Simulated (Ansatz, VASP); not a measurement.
**Two plane-wave programs on Sc2GaP3**

Contents of INCAR:

```
PREC     = Accurate       # precision mode
ENCUT    = 520            # plane-wave cutoff, eV
EDIFF    = 1E-7           # SCF threshold, eV
ISMEAR   = 0              # smearing method
SIGMA    = 0.1            # smearing width, eV
LREAL    = F              # projectors in reciprocal space
LASPH    = T              # aspherical terms in the spheres
NELM     = 80             # most SCF steps
ALGO     = Normal         # electronic algorithm
ISIF     = 2              # what is computed and relaxed
LWAVE    = F              # write WAVECAR
LCHARG   = T              # write CHGCAR
GGA      = PE             # functional
LELF     = T              # ELF
LVHAR    = T            
NBANDS   = 34             # bands
```

Contents of KPOINTS:

```
Automatic mesh
0
Gamma
  6 6 2
```

POSCAR

```
Sc2GaP3
1.0
    3.7250814900      0.0000000000      0.0000000000
    0.0000000000      3.7250814900      0.0000000000
    0.0000000000      0.0000000000      8.2178848700
Sc Ga P
2 1 3
Direct
    0.5000000000      0.0000000000      0.7391930200
    0.0000000000      0.5000000000      0.2608069800
    0.5000000000      0.5000000000      0.0000000000
    0.5000000000      0.0000000000      0.3837740100
    0.0000000000      0.5000000000      0.6162259900
    0.0000000000      0.0000000000      0.0000000000
```

Input for Ansatz:

```yaml
crystal:
  lattice:
    - [3.72508149, 0.0, 0.0]
    - [0.0, 3.72508149, 0.0]
    - [0.0, 0.0, 8.21788487]
  atoms:
    - { symbol: Sc, position: [0.5, 0.0, 0.73919302] }
    - { symbol: Sc, position: [0.0, 0.5, 0.26080698] }
    - { symbol: Ga, position: [0.5, 0.5, 0.0] }
    - { symbol: P, position: [0.5, 0.0, 0.38377401] }
    - { symbol: P, position: [0.0, 0.5, 0.61622599] }
    - { symbol: P, position: [0.0, 0.0, 0.0] }
basis:
  ecutwfc: 420
kpoints:
  mp_grid: { grid: [6, 6, 2] }
hamiltonian:
  xc: pbe
scf:
  occupations: { method: gaussian, width: 0.1 }
  lower_state_search: "off"
output:
  forces: true
  stress: true
  eigenvalues: true
```

Change from the starting cell: species swapped into the Zr2Sb3Pd type (P-4m2, No. 115).

Alike in both runs: task single point; functional PBE; k mesh 6 × 6 × 2; occupations gaussian, width 0.1 eV; no spin polarisation.

|  | VASP | Ansatz |
| --- | --- | --- |
| version | VASP 6.6.1 | Ansatz 0.2.0 |
| potentials or method | VASP PAW PBE potentials, release 64 (Sc_sv, Ga_d, P) | scalar-relativistic, plane waves, PAW |
| plane-wave cutoff (eV) | 520 | 420 |
| valence electrons in the cell | 50 | 50 |

|  | VASP | Ansatz | Ansatz less VASP |
| --- | --- | --- | --- |
| gap on the k mesh at the Fermi level (eV) | none | none | - |
| pressure (GPa) | -6.1 | -6.2 | -0.11 |
| largest component of the traceless stress (GPa) | 1.59 | 1.59 | 0.000 |
| rms of the force components (eV/Å) | 0.602 | 0.601 | -0.0010 |

Atom by atom the forces differ by 0.003 eV/Å (rms over components). A gap of «none» marks a metal or a gap that the smearing closes.

Caveats: the k mesh is coarse (spacing up to 0.38 Å⁻¹), so the values aren't converged; forces of over 1 eV/Å show positions far from the minimum, so gaps and moduli don't describe the material at rest.
